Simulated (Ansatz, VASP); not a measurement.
## Na14Al8P28O89 (glassy 56P2O5-28Na2O-16Al2O3 (mol %)): VASP beside Ansatz

One calculation is typed for both programs; each brings its own data sets. How far apart do they land? The cell is taken from a series of runs on this material, whose earlier steps may have relaxed, scaled, displaced or heated it; both programs get it as it stands.

Program: Ansatz 0.2.0. Level of theory: plane waves, with VASP 6.6.1 beside it; single point at PBE. Results are calculated unless marked as measured.

## Step 1: Set-up

The cell holds 139 atoms: 28 P, 14 Na, 8 Al and 89 O. Its edges and angles: a = 12.341 Å, b = 12.341 Å, c = 12.341 Å, α = 90.0°, β = 90.0°, γ = 90.0°. As first built, before any earlier steps moved the atoms (in the runner's words): 139 atoms (28 P, 14 Na, 8 Al, 89 O) placed at random at 2.53 g/cm^3, melted at 4000 K for 10 ps at fixed volume with the Morse and Coulomb pair potential with partial charges (Pedone, Malavasi, Menziani, Cormack and Segre, J. Phys. Chem. B 110, 11780 (2006)). Quenched from 4000 K to 300 K at 200 K/ps and fixed volume, held 10 ps at zero pressure, then minimised at fixed cell.

## Step 2: VASP: single point, PBE

A single point gives forces, pressure and levels at one fixed geometry, so differences don't come from the geometry; what else differs is listed under the comparison.

Lines of VASP's logs that name or quote its potential files are left out, and so is its time.

INCAR reads:

```
SYSTEM = Na14Al8P28O89
PREC = Accurate
ENCUT = 600
EDIFF = 1E-06
NELM = 120
ISMEAR = 0
SIGMA = 0.025
LREAL = Auto
ALGO = Normal
GGA = PE
NBANDS = 495
LORBIT = 11
LWAVE = .FALSE.
LCHARG = .FALSE.
ISIF = 2
LASPH = .TRUE.
GGA_COMPAT = .FALSE.
EFERMI = MIDGAP
```

POSCAR reads:

```
Na14Al8P28O89
1.0
   12.3405400000      0.0000000000      0.0000000000
    0.0000000000     12.3405400000      0.0000000000
    0.0000000000      0.0000000000     12.3405400000
P Na Al O
28 14 8 89
Direct
    0.6322100000      0.2906200000      0.5031600000
    0.1411900000      0.7063300000      0.5959900000
    0.5709700000      0.9382400000      0.5693900000
    0.8589700000      0.1963100000      0.8780400000
    0.9486600000      0.2661700000      0.1009200000
    0.3702500000      0.6283700000      0.5366800000
    0.2301600000      0.1003800000      0.8782400000
    0.6220700000      0.2942600000      0.1531700000
    0.5893400000      0.0475300000      0.1722000000
    0.0014200000      0.5122400000      0.8723000000
    0.3872200000      0.3697100000      0.2093800000
    0.4032700000      0.3913000000      0.4601500000
    0.8332500000      0.4012600000      0.4026800000
    0.9148000000      0.1782200000      0.3217900000
    0.8000100000      0.6225200000      0.9764600000
    0.2426600000      0.9293700000      0.5806400000
    0.0916700000      0.9222500000      0.9779700000
    0.4421800000      0.2131400000      0.8710200000
    0.5937000000      0.6943000000      0.2301200000
    0.5860400000      0.5132000000      0.9031000000
    0.0469000000      0.1475300000      0.7198900000
    0.1266000000      0.6174700000      0.2654700000
    0.7229100000      0.5819500000      0.6299300000
    0.3032600000      0.4167000000      0.8164300000
    0.3541800000      0.0421600000      0.2515100000
    0.3812800000      0.7782900000      0.9366100000
    0.9117200000      0.7084600000      0.5303300000
    0.8088500000      0.7867300000      0.3202900000
    0.8829300000      0.9052200000      0.7647800000
    0.3660500000      0.6183300000      0.2702600000
[... 103 atom lines left out ...]
    0.1317000000      0.8825200000      0.0848400000
    0.1930600000      0.0312000000      0.5384400000
    0.9649600000      0.1871900000      0.8088200000
    0.9035400000      0.4473900000      0.4907000000
    0.5701600000      0.8519500000      0.6571600000
    0.0040800000      0.0383400000      0.6883800000
```

KPOINTS reads:

```
Automatic mesh
0
Gamma
1 1 1
0 0 0
```

PAW data sets: P, Na_pv, Al and O (PBE family, release 64).

Run with:

```
> export OMP_NUM_THREADS=3
> mpirun -np 1 vasp_gam
```

Numbers of over 12 decimals in the logs are rounded to 6 here.

What it wrote:

```text
[banner, memory and clock lines left out]
running    1 mpi-ranks, on    1 nodes
[...]
Offloading initialized ...    1 GPUs detected
[...]
LDA part: xc-table for (Slater+PW92), standard interpolation
 POSCAR, INCAR and KPOINTS ok, starting setup
[...]
entering main loop
       N       E                     dE             d eps       ncg     rms          rms(c)
DAV:   1     0.111582250054E+05    0.11158E+05   -0.47332E+05   990   0.194E+03
DAV:   2     0.456563802101E+03   -0.10702E+05   -0.10186E+05  1150   0.500E+02
DAV:   3    -0.999714847989E+03   -0.14563E+04   -0.14269E+04  1078   0.207E+02
DAV:   4    -0.108304989906E+04   -0.83335E+02   -0.82279E+02  1228   0.537E+01
[...]
DAV:  17    -0.936506018373E+03    0.31613E-04   -0.41664E-04  1308   0.600E-02    0.209E-02
DAV:  18    -0.936506029613E+03   -0.11240E-04   -0.17720E-04  1172   0.246E-02    0.270E-02
DAV:  19    -0.936506029706E+03   -0.92718E-07   -0.76515E-06  1148   0.490E-03
   1 F= -.93650603E+03 E0= -.93650603E+03  d E =0.000000E+00
```

From OUTCAR (step 2):

```text
  FREE ENERGIE OF THE ION-ELECTRON SYSTEM (eV)
  ---------------------------------------------------
  free  energy   TOTEN  =      -936.5060297058 eV

  energy  without entropy=     -936.5060297058  energy(sigma->0) =     -936.50602971

[... 1 further part left out ...]
```

The run ends at a pressure of 2.41 GPa, with forces up to 5.5 eV/Å.

## Step 3: Ansatz: single point, PBE

Ansatz runs on its default PAW (the set named soft_2) files.

The same cell, functional, mesh and smearing now go to Ansatz, which takes its cutoff from its data sets.

input.yaml reads:

```yaml
crystal:
  lattice:
    - [12.34054, 0.0, 0.0]
    - [0.0, 12.34054, 0.0]
    - [0.0, 0.0, 12.34054]
  atoms:
    - { symbol: P, position: [0.63221, 0.29062, 0.50316] }
    - { symbol: P, position: [0.14119, 0.70633, 0.59599] }
    - { symbol: P, position: [0.57097, 0.93824, 0.56939] }
    - { symbol: P, position: [0.85897, 0.19631, 0.87804] }
    - { symbol: P, position: [0.94866, 0.26617, 0.10092] }
    - { symbol: P, position: [0.37025, 0.62837, 0.53668] }
    - { symbol: P, position: [0.23016, 0.10038, 0.87824] }
    - { symbol: P, position: [0.62207, 0.29426, 0.15317] }
    - { symbol: P, position: [0.58934, 0.04753, 0.1722] }
    - { symbol: P, position: [0.00142, 0.51224, 0.8723] }
    - { symbol: P, position: [0.38722, 0.36971, 0.20938] }
    - { symbol: P, position: [0.40327, 0.3913, 0.46015] }
    - { symbol: P, position: [0.83325, 0.40126, 0.40268] }
    - { symbol: P, position: [0.9148, 0.17822, 0.32179] }
    - { symbol: P, position: [0.80001, 0.62252, 0.97646] }
    - { symbol: P, position: [0.24266, 0.92937, 0.58064] }
    - { symbol: P, position: [0.09167, 0.92225, 0.97797] }
    - { symbol: P, position: [0.44218, 0.21314, 0.87102] }
    - { symbol: P, position: [0.5937, 0.6943, 0.23012] }
    - { symbol: P, position: [0.58604, 0.5132, 0.9031] }
    - { symbol: P, position: [0.0469, 0.14753, 0.71989] }
    - { symbol: P, position: [0.1266, 0.61747, 0.26547] }
    - { symbol: P, position: [0.72291, 0.58195, 0.62993] }
    - { symbol: P, position: [0.30326, 0.4167, 0.81643] }
    - { symbol: P, position: [0.35418, 0.04216, 0.25151] }
    - { symbol: P, position: [0.38128, 0.77829, 0.93661] }
    - { symbol: P, position: [0.91172, 0.70846, 0.53033] }
    - { symbol: P, position: [0.80885, 0.78673, 0.32029] }
    - { symbol: Na, position: [0.88293, 0.90522, 0.76478] }
    - { symbol: Na, position: [0.36605, 0.61833, 0.27026] }
[... 103 atom lines left out ...]
    - { symbol: O, position: [0.1317, 0.88252, 0.08484] }
    - { symbol: O, position: [0.19306, 0.0312, 0.53844] }
    - { symbol: O, position: [0.96496, 0.18719, 0.80882] }
    - { symbol: O, position: [0.90354, 0.44739, 0.4907] }
    - { symbol: O, position: [0.57016, 0.85195, 0.65716] }
    - { symbol: O, position: [0.00408, 0.03834, 0.68838] }
kpoints:
  mp_grid: { grid: [1, 1, 1] }
hamiltonian:
  xc: pbe
scf:
  occupations: { method: gaussian, width: 0.025 }
output:
  forces: true
  stress: true
  populations: true
  dos:
    method: { smearing: { sigma: 0.08 } }
    de: 0.1
    projected: { site_lists: { Al: [Al], Na: [Na], O: [O], P: [P] } }
  eigenvalues: true
```

Run with:

```
> ansatz run input.yaml --threads 4 --pin off --max-ram 8192MiB --backend cpu --events-out ev --progress --plain --runs-dir out
```

What it wrote:

```text
Engine: ansatz 0.2.0, aarch64-unknown-linux-gnu
Pseudopotentials: kind: paw
Pseudopotential: P, paw, valence charge 5, recommended cutoff 420 eV (normal), P.paw.azcp
Pseudopotential: Na, paw, valence charge 9, recommended cutoff 420 eV (normal), Na.paw.azcp
Pseudopotential: Al, paw, valence charge 3, recommended cutoff 420 eV (normal), Al.paw.azcp
Pseudopotential: O, paw, valence charge 6, recommended cutoff 420 eV (normal), O.paw.azcp
Functional definition: PBE
  parameter kappa = 0.804
  parameter beta = 0.066725
  exchange = pbe_x(kappa = kappa, mu = beta*pi^2/3)
  correlation = pbe_c(beta = beta)
Crystal: 139 atoms, lattice volume = 1879.328 Å³
Basis set: ecut = 420 eV, 36785 PW (Γ), exchange–correlation on 180×180×180 points (8 copies of the dense FFT grid, shifted against one another)
Bands: 551, of which v1, the nominal top of the filled ones, is band 412 counted from 1 (411 counted from 0)
Symmetry: 1 space group operations
Space group: P1 (ITA 1), of the structure as read, at distance tolerance 1.2e-4 Å
k-points: 1
Non-local potential: P, projectors of the file, l = 0: 2, l = 1: 2, l = 2: 2
Non-local potential: Na, projectors of the file, l = 0: 3, l = 1: 2, l = 2: 1
Non-local potential: Al, projectors of the file, l = 0: 2, l = 1: 2, l = 2: 1
Non-local potential: O, projectors of the file, l = 0: 2, l = 1: 2, l = 2: 1
PAW form: soft (Blöchl's): semilocal exchange-correlation on the pseudo side does not see the compensation charge
PAW one-centre angular grid: P, 110 points (default); XC on 64 Gauss nodes
PAW one-centre angular grid: Na, 110 points (default); XC on 64 Gauss nodes
PAW one-centre angular grid: Al, 110 points (default); XC on 64 Gauss nodes
PAW one-centre angular grid: O, 110 points (default); XC on 64 Gauss nodes
Initial density: superposition of atomic densities (neutral atoms: chi_scale 0, normalization atom), corrected by the library's trained network
Initial wavefunctions: pseudopotential atomic-orbital guess
Functional: x = pbe(κ = 0.804, μ = 0.219515), c = pbe(β = 0.066725)
SCF iter   1: F=—  HF=-96843.111241 eV  |F-HF|=—  |Δ(HF+E_count)|=         —  Δρ=4.99e-3  dr2=8.45e-1  ethr=1.77e-3  ⟨swp⟩=7.0  Hψ=2857  notcnv=0  defer=103
preconditioner: auto → Resta (q_TF=auto, 2.378 Å⁻¹)  ε∞=2.8  [insulator: Δε(μ)=2.296 eV  Ē_g=17.780 eV  σ=0.025 eV  W_gap=1.00  n_scr=436 (ndim 8)  ℏωp=24.2 eV  f_vac=0.177  D(μ)=0.00/eV (n_scr^D=0)  ε∞_Penn≈2.8]
SCF iter   2: F=—  HF=-96842.898785 eV  |F-HF|=—  |Δ(HF+E_count)|=   2.12e-1  Δρ=2.58e-3  dr2=1.98e-1  ethr=1.03e-4  ⟨swp⟩=3.0  Hψ=929  notcnv=0  defer=134
SCF iter   3: F=—  HF=-96842.848147 eV  |F-HF|=—  |Δ(HF+E_count)|=   5.06e-2  Δρ=1.13e-3  dr2=6.12e-2  ethr=2.40e-5  ⟨swp⟩=3.0  Hψ=737  notcnv=0  defer=134
SCF iter   4: F=—  HF=-96842.828312 eV  |F-HF|=—  |Δ(HF+E_count)|=   1.98e-2  Δρ=5.09e-4  dr2=5.54e-3  ethr=7.42e-6  ⟨swp⟩=3.0  Hψ=747  notcnv=0  defer=134
SCF iter   5: F=—  HF=-96842.828016 eV  |F-HF|=—  |Δ(HF+E_count)|=   2.96e-4  Δρ=2.77e-4  dr2=1.21e-3  ethr=6.72e-7  ⟨swp⟩=2.0  Hψ=917  notcnv=0  defer=134
SCF iter   6: F=—  HF=-96842.827992 eV  |F-HF|=—  |Δ(HF+E_count)|=   2.43e-5  Δρ=7.42e-5  dr2=8.82e-5  ethr=1.47e-7  ⟨swp⟩=3.0  Hψ=771  notcnv=0  defer=134
SCF iter   7: F=—  HF=-96842.832437 eV  |F-HF|=—  |Δ(HF+E_count)|=   4.45e-3  Δρ=3.85e-5  dr2=2.30e-5  ethr=1.07e-8  ⟨swp⟩=3.0  Hψ=966  notcnv=0  defer=134
SCF iter   8: F=—  HF=-96842.832439 eV  |F-HF|=—  |Δ(HF+E_count)|=   1.70e-6  Δρ=1.09e-5  dr2=2.02e-6  ethr=2.79e-9  ⟨swp⟩=3.0  Hψ=748  notcnv=0  defer=134
SCF iter   9: F=—  HF=-96842.832441 eV  |F-HF|=—  |Δ(HF+E_count)|=   1.62e-6  Δρ=4.66e-6  dr2=3.52e-7  ethr=2.45e-10  ⟨swp⟩=3.0  Hψ=778  notcnv=0  defer=134
SCF iter  10: F=-96842.832441 eV  HF=-96842.832441 eV  |F-HF|=4.31e-9  |Δ(HF+E_count)|=   1.17e-7  Δρ=2.18e-6  dr2=8.08e-8  ethr=1.21e-11  ⟨swp⟩=22.0  Hψ=3622  notcnv=0
SCF 1 converged in 10 iterations: F = -96842.832441 eV  dr2 = 8.08e-8
  greatest PAW one-centre occupation: 0.999 electrons in one spin orbital (limit 2), on the Na atom at site 41 (counted from 0), in its partial waves of l = 0
SCF converged after 10 iterations
Free energy (F): -96842.832441 eV
Harris-Foulkes:  -96842.832441 eV  (|F-HF|=4.31e-9)
Internal energy: -96842.832441 eV  (E = F + TS)
E sigma→0 (E₀):  -96842.832441 eV
Fermi energy:    5.300849 eV
--- Per-component energies (eV) ---
  E_band       = -6398.863338
  E_kinetic    = 19972.411358
  E_local      = -66488.700766  (includes V_loc(G=0)·N_el)
  E_nonlocal   = 6821.614658
  E_hartree    = 24238.414501
  E_xc         = -9234.565807
  E_vxc        = -11120.957040  (∫ρ·V_xc dr)
  E_paw        = -37501.903038  (= ΣΔE_a)
  E_vpaw       = -4060.288125  (= ΣTr[D̂ρ^β])
  E_aug_tail   = 0.225264  (compensation charges beyond the density's cutoff)
  E_ewald      = -34650.328612
  E_smearing   = -0.000000  (= −TS)
  E_closure    = 0.000000  (closes the sum)
[...]
-0.188252       3.651446       0.229279
       -0.652600       0.229276       2.760685
  P = ⅓ Tr σ = 3.4014 GPa (34.014 kbar)
--- Band table (eV) ---
  k-point 0: bands = [... 408 lower, 4.3535, 4.3766, 4.3806, 4.5520, 6.0497, 6.6394, 6.9462, 7.2274, ... 135 higher]
--- Löwdin populations: 139 sites ---
  site symbol       q [e]
     0      P      2.7399
     1      P      2.6845
     2      P      2.8130
     3      P      2.7329
     4      P      2.7046
     5      P      2.7103
     6      P      2.6957
     7      P      2.8130
     8      P      2.7404
     9      P      2.8096
    10      P      2.6944
    11      P      2.7134
    12      P      2.7494
    13      P      2.7603
    14      P      2.7366
    15      P      2.8319
    16      P      2.8128
    17      P      2.8211
    18      P      2.8313
    19      P      2.7225
    20      P      2.7757
    21      P      2.8592
    22      P      2.7885
    23      P      2.8254
[...]
131      O      6.8319
   132      O      6.8915
   133      O      6.9066
   134      O      6.9333
   135      O      6.7575
   136      O      6.8896
   137      O      6.8312
   138      O      6.9099
  spilling = 0.014468 (of n_electrons = 824.000000)
```

## Step 4: Side by side

Known differences besides the potentials themselves: the data sets hold 824 valence electrons in Ansatz (on its default PAW (the set named soft_2) files) and 796 in VASP; the cutoff is 420 eV in Ansatz and 600 eV in VASP (PREC = Accurate, projectors in real space). Total energies have different zeros and are not compared.

Both answers:

```tsv
quantity	Ansatz	VASP	difference
pressure (GPa)	3.40	2.41	+0.99
gap on the k mesh (eV)	1.498	1.439	+0.059
```

Forces on 8 of the 139 atoms, those with the largest forces and the largest differences (eV/Å; atoms numbered as in POSCAR):

```tsv
atom	Ansatz x, y, z	VASP x, y, z
P6	1.926, 3.923, 0.073	1.892, 3.832, 0.067
P8	5.171, 1.701, 0.511	5.033, 1.608, 0.532
P18	1.162, 3.170, 3.999	1.154, 3.143, 3.886
P23	-5.181, -1.450, -1.648	-5.036, -1.401, -1.583
P27	-2.739, 3.752, 1.168	-2.738, 3.633, 1.150
O72	-3.304, -2.189, -1.169	-3.195, -2.157, -1.133
O116	-1.580, -3.495, -2.305	-1.588, -3.391, -2.250
O131	0.144, -1.118, 0.523	0.139, -0.981, 0.610
```

The forces differ by 50 meV/Å r.m.s., which is 4.0 % of the r.m.s. force of 1.249 eV/Å (both taken over all components). A gap on the mesh is an upper bound, since the band edges may lie between its points.

## Step 5: Outcome

* r.m.s. force difference (single point, PBE): 4.0 % of the r.m.s. force
* difference in pressure (single point, PBE): 0.99 GPa
* difference in gap on the k mesh (single point, PBE): 0.059 eV

**Reading.** The r.m.s. force difference is 4.0 % of the r.m.s. force (single point, PBE), beyond the 3 % picked in this series as the mark of a large difference. The data sets hold unlike numbers of valence electrons (824 in Ansatz and 796 in VASP), so part of the differences comes from the potentials. What causes the difference of the single point, PBE pair stays open here. How closely two codes agree says nothing of how well the functional describes the real material.

[Lines on the potential files, build, host, timing and source positions are cut from VASP's logs without a mark.]

[Logs are printed without paths, hosts, clocks, repeated set-up lines and the standing remarks that a program may print on its own settings, such as how far it seeks lower states.]

[Hosts, paths, dates, database ids (printed as entryN), source tags and the programs' standing remarks are cut or masked in the printed files.]
